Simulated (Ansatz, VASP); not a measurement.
# Mg2CdSe3: VASP beside Ansatz, part 2 of 2

Aim: how closely do two programs agree when they are given the same cell, functional and k mesh? The cell is generated by rule, not measured, and may not be a known phase. The cell is taken from a series of runs on this material, whose earlier steps may have relaxed, scaled, displaced or heated it; both programs get it as it stands.

VASP 6.6.1 and Ansatz 0.2.0.

So far: Set-up; VASP: relaxation of cell and atoms, LDA.

The structure was built from a prototype and need not be the compound's stable phase.

### 3. Ansatz: relaxation of cell and atoms, LDA

Level of this step: Ansatz beside VASP: Kohn-Sham DFT, plane waves, LDA (Ansatz).

Ansatz runs on its default PAW (the set named soft_2) files.

The same cell, functional (in two slightly different forms) and mesh now go to Ansatz, which takes its cutoff from its data sets.

The input, input.yaml:

```yaml
crystal:
  lattice:
    - [2.967282292, 2.967282292, 0.0]
    - [-2.967282292, 2.967282292, 0.0]
    - [2.967282292, 0.0, 8.8175924928]
  atoms:
    - { symbol: Cd, position: [0.0, 0.0, 0.0] }
    - { symbol: Mg, position: [0.3319022126, 0.6680977874, 0.3361955748] }
    - { symbol: Mg, position: [0.6680977874, 0.3319022126, 0.6638044252] }
    - { symbol: Se, position: [0.4130957443, 0.0869042557, 0.1738085114] }
    - { symbol: Se, position: [0.75, 0.75, 0.5] }
    - { symbol: Se, position: [0.0869042557, 0.4130957443, 0.8261914886] }
kpoints:
  mp_grid: { grid: [8, 8, 8] }
hamiltonian:
  xc: lda
scf:
  occupations: { method: fixed }
output:
  forces: true
  stress: true
  eigenvalues: true
relax:
  adjacent_minimum: "off"
  f_tol: 0.001
  max_steps: 60
  cell: { stress_tol: 0.01 }
```

Command:

```sh
$ ansatz run input.yaml --threads 4 --pin off --max-ram 14336MiB --backend cpu --events-out ev --progress --plain --runs-dir out
```

Numbers of over 12 decimals in the logs are rounded to 6 here.

The log of the run:

```text
Engine: ansatz 0.2.0, aarch64-unknown-linux-gnu
Pseudopotentials: kind: paw
Pseudopotential: Cd, paw, valence charge 20, recommended cutoff 420 eV (normal), Cd.paw.azcp
Pseudopotential: Mg, paw, valence charge 10, recommended cutoff 420 eV (normal), Mg.paw.azcp
Pseudopotential: Se, paw, valence charge 16, recommended cutoff 420 eV (normal), Se.paw.azcp
Functional definition: SPW92
  exchange = slater_x
  correlation = pw_c
Crystal: 6 atoms, lattice volume = 155.274 Å³
Basis set: ecut = 420 eV, 3009 PW (Γ)
Bands: 53, of which v1, the nominal top of the filled ones, is band 44 counted from 1 (43 counted from 0)
Symmetry: 8 space group operations
Space group: I-4m2 (ITA 119), of the structure as read, at distance tolerance 5.4e-5 Å
k-points: 59 of 512 (time reversal used)
Non-local potential: Cd, projectors of the file, l = 0: 3, l = 1: 2, l = 2: 2, l = 3: 1
Non-local potential: Mg, projectors of the file, l = 0: 3, l = 1: 2, l = 2: 1
Non-local potential: Se, projectors of the file, l = 0: 2, l = 1: 2, l = 2: 3, l = 3: 1
PAW form: soft (Blöchl's): semilocal exchange-correlation on the pseudo side does not see the compensation charge
PAW frozen core: Cd, regenerated for the run's functional, and the local potential with it (the file was generated under x = pbe(κ = 0.804, μ = 0.219515), c = pbe(β = 0.066725))
PAW frozen core: Mg, regenerated for the run's functional, and the local potential with it (the file was generated under x = pbe(κ = 0.804, μ = 0.219515), c = pbe(β = 0.066725))
PAW frozen core: Se, regenerated for the run's functional, and the local potential with it (the file was generated under x = pbe(κ = 0.804, μ = 0.219515), c = pbe(β = 0.066725))
PAW one-centre angular grid: Cd, 590 points (default); XC on 64 Gauss nodes
PAW one-centre angular grid: Mg, 110 points (default); XC on 64 Gauss nodes
PAW one-centre angular grid: Se, 590 points (default); XC on 64 Gauss nodes
Initial density: superposition of atomic densities (neutral atoms: chi_scale 0, normalization atom), corrected by the library's trained network
Initial wavefunctions: pseudopotential atomic-orbital guess
Functional: x = slater, c = lda
SCF iter   1: F=—  HF=-28076.916468 eV  |F-HF|=—  |Δ(HF+E_count)|=         —  Δρ=6.06e-3  dr2=3.14e-2  ethr=1.77e-3  ⟨swp⟩=5.0  Hψ=9371  notcnv=0  defer=383
preconditioner: auto → Resta (q_TF=auto, 2.482 Å⁻¹)  ε∞=3.6  [insulator: Δε(μ)=1.688 eV  Ē_g=10.855 eV  n_scr=42 (ndim 8)  ℏωp=17.4 eV  f_vac=0.143  ε∞_Penn≈3.6]
SCF iter   2: F=—  HF=-28076.903447 eV  |F-HF|=—  |Δ(HF+E_count)|=   1.30e-2  Δρ=2.58e-3  dr2=6.39e-3  ethr=3.57e-5  ⟨swp⟩=2.0  Hψ=6254  notcnv=0  defer=413
SCF iter   3: F=—  HF=-28076.902025 eV  |F-HF|=—  |Δ(HF+E_count)|=   1.42e-3  Δρ=8.29e-4  dr2=8.45e-4  ethr=7.26e-6  ⟨swp⟩=2.4  Hψ=4901  notcnv=0  defer=413
SCF iter   4: F=—  HF=-28076.901953 eV  |F-HF|=—  |Δ(HF+E_count)|=   7.22e-5  Δρ=1.70e-4  dr2=4.44e-5  ethr=9.61e-7  ⟨swp⟩=2.0  Hψ=3294  notcnv=0  defer=330
SCF iter   5: F=—  HF=-28076.901946 eV  |F-HF|=—  |Δ(HF+E_count)|=   6.39e-6  Δρ=5.05e-5  dr2=3.92e-6  ethr=5.04e-8  ⟨swp⟩=2.0  Hψ=5352  notcnv=0  defer=204
SCF iter   6: F=—  HF=-28076.901948 eV  |F-HF|=—  |Δ(HF+E_count)|=   2.05e-6  Δρ=1.60e-5  dr2=5.94e-7  ethr=4.45e-9  ⟨swp⟩=2.0  Hψ=5175  notcnv=0  defer=204
SCF iter   7: F=-28076.901948 eV  HF=-28076.901948 eV  |F-HF|=2.49e-8  |Δ(HF+E_count)|=   6.85e-8  Δρ=5.41e-6  dr2=6.73e-8  ethr=1.14e-10  ⟨swp⟩=11.9  Hψ=16099  notcnv=0
SCF 1 converged in 7 iterations: F = -28076.901948 eV  dr2 = 6.73e-8
  greatest PAW one-centre occupation: 1.000 electrons in one spin orbital (limit 2), on the Mg atom at site 2 (counted from 0), in its partial waves of l = 1
relax step   1: F+E_penalty+E_count = -28076.90194843 eV  Δ(F+E_penalty+E_count) = +0.000e0 eV  max|allowed force component| = 4.702e-4 eV/Å  Δτ_max = 0.0000 Å  P = +0.007 GPa  Ω = 155.274 Å³  (7 SCF iters, dr2 threshold 1.00e-7 eV, accepted)
[...]
relax step   2: F+E_penalty+E_count = -28076.90194657 eV  Δ(F+E_penalty+E_count) = +1.858e-6 eV  max|allowed force component| = 6.746e-4 eV/Å  Δτ_max = 0.0001 Å  P = -0.001 GPa  Ω = 155.297 Å³  energy of the carried Pulay correction = -2.767e-6 eV  (5 SCF iters, dr2 threshold 3.18e-10 eV, accepted)
[...]
relax step   3: F+E_penalty+E_count = -28076.90194983 eV  Δ(F+E_penalty+E_count) = -3.258e-6 eV  max|allowed force component| = 6.760e-4 eV/Å  Δτ_max = 0.0000 Å  P = -0.001 GPa  Ω = 155.297 Å³  stress off target by 2.24e-3 GPa  SCF on the basis re-selected at this cell (its energy is not comparable with the rows above)  (6 SCF iters)
basis re-selected at this cell: Δ(F+E_penalty+E_count) = -3.258e-6 eV, ΔP = +0.000 GPa vs the last step (what re-selecting the basis moved, of the pressure what is left beyond the Pulay correction that the steps carried, after the strain that the cell walked since its last selection, with what the two solves' SCF thresholds leave and, on support functions, any second-order correction that the steps lacked; it is no m [...]
SCF converged after 6 iterations
Free energy (F): -28076.901950 eV
Harris-Foulkes:  -28076.901950 eV  (|F-HF|=0.00e0)
Internal energy: -28076.901950 eV  (E = F + TS)
E sigma→0 (E₀):  -28076.901950 eV
Fermi energy:    5.527368 eV
--- Per-component energies (eV) ---
  E_band       = -2442.055918
  E_kinetic    = 1019.726429
  E_local      = -15379.244432  (includes V_loc(G=0)·N_el)
  E_nonlocal   = -1536.196485
  E_hartree    = 7001.860483
  E_xc         = -546.327494
  E_vxc        = -594.955874  (∫ρ·V_xc dr)
  E_paw        = -9969.317016  (= ΣΔE_a)
  E_vpaw       = 44.895131  (= ΣTr[D̂ρ^β])
  E_aug_tail   = -0.001738  (compensation charges beyond the density's cutoff)
  E_ewald      = -8675.121310
  E_core_change = 7.719614  (= ΣΔE_core)
  E_smearing   = -0.000000  (= −TS)
  E_closure    = -0.000000  (closes the sum)
  Σ components = -28076.901950   (vs F -28076.901950, Δ=0.00e0)
--- Forces (eV/Å), atoms counted from 1 ---
  atom   1  Cd     0.00000000    -0.00000000    -0.00000000
  atom   2  Mg     0.00000000     0.00000000    -0.00013698
  atom   3  Mg     0.00000000    -0.00000000     0.00013698
  atom   4  Se    -0.00000000     0.00000000    -0.00067601
  atom   5  Se    -0.00000000     0.00000000    -0.00000000
  atom   6  Se    -0.00000000    -0.00000000     0.00067601
  max |Σ_I F_I| component: 9.68e-17 eV/Å
--- Stress (GPa, compression-positive) ---
       -0.002243       0.000000       0.000000
        0.000000      -0.002243       0.000000
        0.000000       0.000000       0.000959
  P = ⅓ Tr σ = -0.0012 GPa (-0.012 kbar)
--- Band table (eV; the first three rows and the last of 59) ---
  k-point 0: bands = [... 40 lower, 4.3612, 5.4573, 5.5274, 5.5274, 7.2389, 9.2038, 9.3336, 10.1458, ... 5 higher]
  k-point 1: bands = [... 40 lower, 4.4423, 5.2996, 5.4995, 5.4995, 7.4235, 9.0118, 9.5195, 10.0427, ... 5 higher]
  k-point 2: bands = [... 40 lower, 4.5865, 4.9532, 5.4238, 5.4238, 7.8464, 8.8158, 9.6182, 9.9353, ... 5 higher]
  k-point 58: bands = [... 40 lower, 3.8199, 3.8940, 3.9339, 3.9832, 8.8350, 9.0779, 9.6761, 10.6337, ... 5 higher]
--- Relaxed structure (2 steps of the walk, 2 accepted, 1 SCFs on fresh bases) ---
  F+E_penalty+E_count = -28076.90194983 eV   max|allowed force component| = 6.760e-4 eV/Å   (the final SCF, on the basis selected at the relaxed cell)
  cell:  # Å, volume = 155.2972 Å³
    - [2.967286, 2.967286, 0]
    - [-2.967286, 2.967286, 0]
    - [2.967286, 0, 8.818910]
  atoms:
    - { symbol: Cd, position: [0, 0, 0] }
    - { symbol: Mg, position: [0.331895, 0.668105, 0.336211] }
    - { symbol: Mg, position: [0.668105, 0.331895, 0.663789] }
    - { symbol: Se, position: [0.413087, 0.086913, 0.173825] }
    - { symbol: Se, position: [0.75, 0.75, 0.500000] }
    - { symbol: Se, position: [0.086913, 0.413087, 0.826175] }
```

### 4. Differences

Known differences besides the potentials themselves: the two LDA forms differ slightly; fixed occupations in Ansatz, narrow Gaussian smearing in VASP; the data sets hold 88 valence electrons in Ansatz (on its default PAW (the set named soft_2) files) and 34 in VASP; the cutoff is 420 eV in Ansatz and 600 eV in VASP; VASP's log shows a relativistic correction to its local exchange, Ansatz's none; Ansatz adds a Pulay correction to the stress that steers its cell, VASP none. Total energies have different zeros and are not compared.

Compared:

| quantity | Ansatz | VASP | difference |
| --- | --- | --- | --- |
| volume (Å³) | 155.30 | 155.07 | +0.14 % |
| edge a after relaxation, in the typed setting (Å) | 4.196 | 4.200 | -0.10 % |
| edge c after relaxation, in the typed setting (Å) | 9.305 | 9.278 | +0.29 % |

### 5. Summary of results

```json
{
 "difference in edge c after relaxation, in the typed setting (relaxation of cell and atoms, LDA)": "0.29 %"
}
```

What this shows: The difference in edge c after relaxation, in the typed setting is 0.29 % (relaxation of cell and atoms, LDA), within the 1.2 % picked in this series as the mark of a large difference, as far as the stopping tolerances let one tell. The data sets hold unlike numbers of valence electrons (88 in Ansatz and 34 in VASP), so part of the differences comes from the potentials. 1 further run of this series is not shown here. Such differences can come from data sets, numerical settings and the points named under the comparisons, not from the functional's error against experiment.

[Lines on the potential files, build, host, timing and source positions are cut from VASP's logs without a mark.]

[Logs are printed without paths, hosts, clocks, repeated set-up lines and the standing remarks that a program may print on its own settings, such as how far it seeks lower states.]

[Hosts, paths, dates, database ids (printed as entryN), source tags and the programs' standing remarks are cut or masked in the printed files.]
